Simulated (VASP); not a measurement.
# B2Te3 (R-3m) in VASP: a series of runs

The runs below take B2Te3 through single point, with PBE.

Everything below comes from runs of VASP 6.6.1. Logs are shortened: lines on timing, memory, paths and dates and some standing lists are left out, and cuts for length are marked.

### 1 Starting point

Symmetry: R-3m, No. 166, trigonal system. Conventional cell: a = 3.519 Å, b = 3.519 Å, c = 30.353 Å, α = 90.00°, β = 90.00°, γ = 120.00°. B (site symmetry 3m) is surrounded by 3 Te at 2.36 Å. Around Te (site symmetry 3m) lie 3 B at 2.36 Å. Around Te (site symmetry -3m) lie 6 B at 2.73 Å.

The cell was built by a generator and needn't be a form met in nature.

### 2 Single point, PBE

Input file INCAR:

```
SYSTEM = B2Te3
PREC = Accurate
ENCUT = 520
EDIFF = 1E-7
ISMEAR = -1
SIGMA = 0.0148
LREAL = .False.
LASPH = .True.
NELM = 100
ALGO = Fast
ISIF = 2
LWAVE = .False.
LCHARG = .False.
GGA = PE
NBANDS = 20
```

Input file KPOINTS:

```
regular mesh
0
Gamma
  6 6 6
  0 0 0
```

Input file POSCAR:

```
B2Te3
1.0
    3.5185147314      0.0000000000      0.0000000000
   -1.7592573657      3.0471231410      0.0000000573
   -1.7592573657      1.0157075234     10.1176906734
B Te
2 3
Direct
    0.6063714849      0.3936285151      0.8191144546
    0.3936285151      0.6063714849      0.1808855454
    0.7666559898      0.2333440102      0.2999679695
    0.2333440102      0.7666559898      0.7000320305
    0.0000000000      0.0000000000      0.0000000000
```

Potentials or basis: VASP PAW PBE potentials, release 64 (B, Te).

Started as:

```bash
$ cat potpaw_PBE.64/B/POTCAR potpaw_PBE.64/Te/POTCAR > POTCAR
$ mpirun -np 1 vasp_std > vasp.out
```

OUTCAR:

```text
SYSTEM = B2Te3
   PREC = Accurate
   ENCUT = 520
   EDIFF = 1E-7
   ISMEAR = -1
   LREAL = .False.
   LASPH = .True.
   NELM = 100
   ISIF = 2
   GGA = PE

 ion  position               nearest neighbor table
   1  0.606  0.394  0.819-   4 2.36   4 2.36   4 2.36   5 2.73   5 2.73   5 2.73
   2  0.394  0.606  0.181-   3 2.36   3 2.36   3 2.36   5 2.73   5 2.73   5 2.73
   3  0.767  0.233  0.300-   2 2.36   2 2.36   2 2.36   5 3.65   5 3.65   5 3.65
   4  0.233  0.767  0.700-   1 2.36   1 2.36   1 2.36   5 3.65   5 3.65   5 3.65
   5  0.000  0.000  0.000-   1 2.73   2 2.73   1 2.73   2 2.73   1 2.73   2 2.73   3 3.65   4 3.65
                             4 3.65   3 3.65   3 3.65   4 3.65

  LATTYP: Found a trigonal (rhomboedric) cell.
 ALAT       =    10.3196081716
 COS(alpha) =     0.9418750843

  Lattice vectors:

 A1 = (   0.0000000000,  -2.0314156176,  10.1176906161)
 A2 = (   1.7592573657,   1.0157075234,  10.1176906734)
 A3 = (  -1.7592573657,   1.0157075234,  10.1176906734)

Analysis of symmetry for initial positions (statically):
=====================================================================
 Subroutine PRICEL returns:
 Original cell was already a primitive cell.

 Routine SETGRP: Setting up the symmetry group for a
 trigonal (rhombohedral) supercell.

 Subroutine GETGRP returns: Found 12 space group operations
 (whereof 12 operations were pure point group operations)
 out of a pool of 12 trial point group operations.

The static configuration has the point symmetry D_3d.

Analysis of symmetry for dynamics (positions and initial velocities):
=====================================================================
 Subroutine PRICEL returns:
 Original cell was already a primitive cell.

 Routine SETGRP: Setting up the symmetry group for a
 trigonal (rhombohedral) supercell.

 Subroutine GETGRP returns: Found 12 space group operations
 (whereof 12 operations were pure point group operations)
 out of a pool of 12 trial point group operations.

The dynamic configuration has the point symmetry D_3d.

 Subroutine INISYM returns: Found 12 space group operations
 (whereof 12 operations are pure point group operations),
 and found     1 'primitive' translations

----------------------------------------------------------------------------------------

                                     Primitive cell

  volume of cell :     108.4753

  direct lattice vectors                    reciprocal lattice vectors
     3.518514731  0.000000000  0.000000000     0.284210832  0.164089200  0.032945598
    -1.759257366  3.047123141  0.000000057     0.000000000  0.328178402 -0.032945588
    -1.759257366  1.015707523 10.117690673     0.000000000 -0.000000002  0.098836783
[... 97 lines left out ...]
   ISYM   =      2    0-nonsym 1-usesym 2-fastsym
   POTIM  = 0.5000    time-step for ionic-motion
   TEBEG  =    0.0;   TEEND  =   0.0 temperature during run
   PSTRESS=    0.0 pullay stress
   NELECT =      24.0000    total number of electrons
   NUPDOWN=      -1.0000    fix difference up-down
   EMIN   =  10.00;   EMAX   =-10.00  energy-range for DOS
   EFERMI =   0.00;   METHOD = LEGACY
   ISMEAR =    -1;   SIGMA  =   0.01  broadening in eV -4-tet -1-fermi 0-gaus
   EFERMI_NEDOS =   21; number of points for ismear=-14 and -15
   IALGO  =     68    algorithm
   IMIX   =      4    mixing-type and parameters
     AMIX     =   0.40;   BMIX     =  1.00
     AMIX_MAG =   1.60;   BMIX_MAG =  1.00
  volume/ion in A,a.u.               =      21.70       146.41
  Fermi-wavevector in a.u.,A,eV,Ry     =   0.990152  1.871115 13.339152  0.980400
  Thomas-Fermi vector in A             =   2.121801
   LORBIT       =      0    0 simple, 1 ext, 2 COOP (PROOUT), +10 PAW based schemes
   GGA     = PE    functional components
   LHFCALC =     F    Hartree Fock is set to
   AEXX    =    0.0000 exact exchange contribution
   IVDW    =     0    specifies the selected vdW correction
   LEPSILON=     F    determine dielectric tensor
   LRPA    =     F    only Hartree local field effects (RPA)
 non-spin polarized calculation
 RMM-DIIS sequential band-by-band and
  energy-cutoff  :      520.00
  volume of cell :      108.48
 maximum number of plane-waves:      2968
 NGX is ok and might be reduce to    28
   NGX = 13   NGY = 13   NGZ = 39

 number of electron      24.0000000 magnetization

 Free energy of the ion-electron system (eV)
  ---------------------------------------------------
  ext. energy  EPLUGINS =         0.00000000
  ---------------------------------------------------
  free energy    TOTEN  =       -19.19992927 eV

  energy without entropy =      -19.19772328  energy(sigma->0) =      -19.19882628

 E-fermi :   7.2759     XC(G=0):  -9.7726

 val. band max:        7.1734742590   @ k =   0.1667   0.5000   0.1667
 cond. band min:       7.2869107659   @ k =  -0.3333   0.3333   0.0000
 fundamental gap:      0.1134365069
 Fermi energy:         7.2759159184

 k-point     1 :       0.0000    0.0000    0.0000
  band No.  band energies     occupation
      1      -7.6443      2.00000
      2      -7.0147      2.00000
      3      -5.5027      2.00000
      4      -0.1312      2.00000
      5       1.7664      2.00000
      6       5.5930      2.00000
[... 541 lines left out ...]
     19      11.9661      0.00000
     20      12.6055      0.00000

 [... further k-points ...]

------------------------ aborting loop because EDIFF is reached ----------------------------------------

  FORCE on cell =-STRESS in cart. coord.  units (eV):
  Direction    XX          YY          ZZ          XY          YZ          ZX
  --------------------------------------------------------------------------------------
  -------------------------------------------------------------------------------------
  Total        0.0165301      0.0165301      0.0572720      0.0000000     -0.0000000      0.0000000
  in kB        0.2441485      0.2441485      0.8459065      0.0000000     -0.0000000      0.0000000
  external PRESSURE =       0.4447345 kB  Pullay stress =       0.0000000 kB

 VOLUME and BASIS-vectors are now :
 -----------------------------------------------------------------------------
  energy-cutoff  :      520.00
  volume of cell :      108.48
      direct lattice vectors                 reciprocal lattice vectors
     3.518514731  0.000000000  0.000000000     0.284210832  0.164089200  0.032945598
    -1.759257366  3.047123141  0.000000057     0.000000000  0.328178402 -0.032945588
    -1.759257366  1.015707523 10.117690673     0.000000000 -0.000000002  0.098836783

 POSITION                                       TOTAL-FORCE (eV/Angst)
 -----------------------------------------------------------------------------------
      0.00000      2.03142      8.28755         0.000000     -0.000000      0.026338
     -0.00000      2.03142      1.83014        -0.000000      0.000000     -0.026338
      1.75926      1.01571      3.03498        -0.000000     -0.000000      0.025508
     -1.75926      3.04712      7.08271        -0.000000      0.000000     -0.025508
      0.00000      0.00000      0.00000         0.000000      0.000000      0.000000
 -----------------------------------------------------------------------------------
    total drift:                               -0.000000      0.000000     -0.000000

  FREE ENERGIE OF THE ION-ELECTRON SYSTEM (eV)
  ---------------------------------------------------
  free  energy   TOTEN  =       -19.1999292720 eV

  energy  without entropy=      -19.1977232819  energy(sigma->0) =      -19.19882628
```

stdout:

```text
POSCAR found type information on POSCAR B Te
 POSCAR found :  2 types and       5 ions
 scaLAPACK will be used
 LDA part: xc-table for (Slater+PW92), standard interpolation
 POSCAR, INCAR and KPOINTS ok, starting setup
 FFT: planning ... GRIDC
 FFT: planning ... GRID_SOFT
 FFT: planning ... GRID
 WAVECAR not read
 entering main loop
```

Run time: 1.8 min. Hardware: 1 thread of Intel Xeon Platinum 8259CL at 2.50GHz (Skylake/Cascade Lake), shared host; peak memory 0.27 GiB.

Results:

- Free energy: -19.1999 eV
- Pressure: 0.0 GPa
- Largest force: 0.026 eV/Å
- Band gap on the k mesh: none (metal or under the smearing width)

Forces on the atoms (eV/Å):
```
B    0.000  0.000  0.026
B    0.000  0.000 -0.026
Te   0.000  0.000  0.026
Te   0.000  0.000 -0.026
Te   0.000  0.000  0.000
```

Levels at points of the mesh, in eV from the Fermi level:
```
           k point  band 10  band 11  band 12  band 13  band 14  band 15
(0.00, 0.00, 0.00)    -0.97     0.55     0.55     1.10     2.51     2.51
(0.50, 0.00, 0.00)    -3.04    -1.78    -1.48    -0.27     0.38     1.63
(0.50, 0.50, 0.00)    -3.00    -1.34    -1.23    -0.32     0.12     1.45
(0.00, 0.00, 0.50)    -0.96     0.54     0.54     2.04     2.22     2.57
```

Caveat: this functional lacks dispersion, which binds the layers, so the pressure and a relaxed spacing across them are unreliable. The run has no spin-orbit coupling, so splittings on Te are missing.

### 3 Single point, PBE

This run uses another cell than the first one, of 21.83 Å³/atom, 1.006 times its volume.

Input file INCAR:

```
  PREC = Accurate
  ENCUT = 520
  EDIFF = 1E-6
  ISMEAR = -1
  SIGMA = 0.0148
  LREAL = False
  LASPH = True
  NELM = 100
  ALGO = Fast
  ISIF = 2
  LWAVE = False
  LCHARG = False
  GGA = PE
  NBANDS = 20
```

Input file KPOINTS:

```
regular mesh
0
Gamma
  8 8 3
```

Input file POSCAR:

```
B2Te3
1.0
    3.7713660000      0.0000000000      0.0000000000
   -1.8856830000      3.2661010000      0.0000000000
   -1.8856830000      1.0887000000      8.8619740000
B Te
2 3
Direct
    0.6000000000      0.4000000000      0.8000000000
    0.4000000000      0.6000000000      0.2000000000
    0.7890000000      0.2110000000      0.3670000000
    0.2110000000      0.7890000000      0.6330000000
    0.0000000000      0.0000000000      0.0000000000
```

Potentials or basis: VASP PAW PBE potentials, release 64 (B, Te).

Started as:

```bash
$ cat potpaw_PBE.64/B/POTCAR potpaw_PBE.64/Te/POTCAR > POTCAR
$ mpirun -np 1 vasp_std > vasp.out
```

It took 79 s on 1 thread of Intel Xeon Platinum 8559C (Emerald Rapids), shared host; peak memory 0.28 GiB.

The run converged. Its results:

- Free energy: -17.8888 eV
- Pressure: -8.1 GPa
- Largest force: 2.003 eV/Å
- Band gap on the k mesh: none (metal or under the smearing width)

Forces in eV/Å, atoms in the order of the input:
```
B    0.000  0.000 -0.386
B    0.000  0.000  0.386
Te   0.000  0.000 -2.003
Te   0.000  0.000  2.003
Te   0.000  0.000  0.000
```

Stress tensor (GPa, compression positive):
```
 -6.60   0.00   0.00
  0.00  -6.60   0.00
  0.00   0.00 -11.02
```

Levels at points of the mesh, in eV from the Fermi level:
```csv
k point,band 10,band 11,band 12,band 13,band 14,band 15
"(0.00, 0.00, 0.00)",-0.07,0.34,0.36,0.36,1.63,1.63
"(0.50, 0.00, 0.00)",-2.51,-2.15,-2.13,0.16,1.54,1.95
"(0.50, 0.50, 0.00)",-1.54,-1.02,-0.83,-0.45,0.69,1.75
```

Caveat: forces of over 1 eV/Å show positions far from the minimum, so gaps and moduli don't describe the material at rest. The run has no spin-orbit coupling, so splittings on Te are missing.
